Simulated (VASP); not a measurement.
Computed with PBE GGA, VASP's PBE PAW potentials (set 64) (plane waves; VASP).

A VASP calculation is set up with these files.

### POSCAR
```
Ba
1
   -2.5100000000     2.5100000000     2.5100000000
    2.5100000000    -2.5100000000     2.5100000000
    2.5100000000     2.5100000000    -2.5100000000
Ba
1
Direct
  0.0000000000   0.0000000000   0.0000000000
```

File KPOINTS:
```
Automatic mesh
0
Gamma
9 9 9
0 0 0
```

**INCAR**
```
# general
SYSTEM  = Ba
PREC    = Accurate
ENCUT   = 520
LREAL   = F
LASPH   = T

# electronic loop
EDIFF   = 1E-6
NELM    = 100
ALGO    = Normal
LMAXMIX = 4

# smearing
ISMEAR  = 1
SIGMA   = 0.1

# functional
GGA     = PE

# ions
IBRION  = 2
NSW     = 60
ISIF    = 3
EDIFFG  = -0.01

# output
LWAVE   = F
LCHARG  = F
```

POTCAR, in this order: Ba_sv (PBE.64 set). Program: vasp_std.

Unless said otherwise, spin-orbit coupling is left out, though it shifts the bands of the heavy elements here.

Question: Estimate the energy per atom (σ→0), volume per atom, band gap (on the k-mesh).

Answer: 
```json
{
 "energy per atom (σ→0)": "-1.906 eV/atom",
 "band gap (on the k-mesh)": "none (metal, semimetal or under 0.01 eV)",
 "volume_per_atom": "63.88 Å^3/atom"
}
```

### OSZICAR
```
...
       N       E                     dE             d eps       ncg     rms          rms(c)
DAV:   1    -0.190858543944E+01   -0.18208E-02   -0.54242E-02   633   0.189E+00    0.185E-01
DAV:   2    -0.190718588032E+01    0.13996E-02   -0.26749E-03   639   0.515E-01    0.877E-02
DAV:   3    -0.190678012367E+01    0.40576E-03   -0.25326E-03   911   0.346E-01    0.293E-02
DAV:   4    -0.190678206253E+01   -0.19389E-05   -0.11983E-05   666   0.350E-02    0.265E-02
DAV:   5    -0.190679496570E+01   -0.12903E-04   -0.24441E-05   741   0.441E-02    0.601E-03
DAV:   6    -0.190679518171E+01   -0.21602E-06   -0.14486E-06   543   0.890E-03
   3 F= -.19067952E+01 E0= -.19062266E+01  d E =-.128911E-03
```

The compound is Ba in the bcc structure. This run relaxes it. Symmetry was kept, so distortions that lower it aren't found.
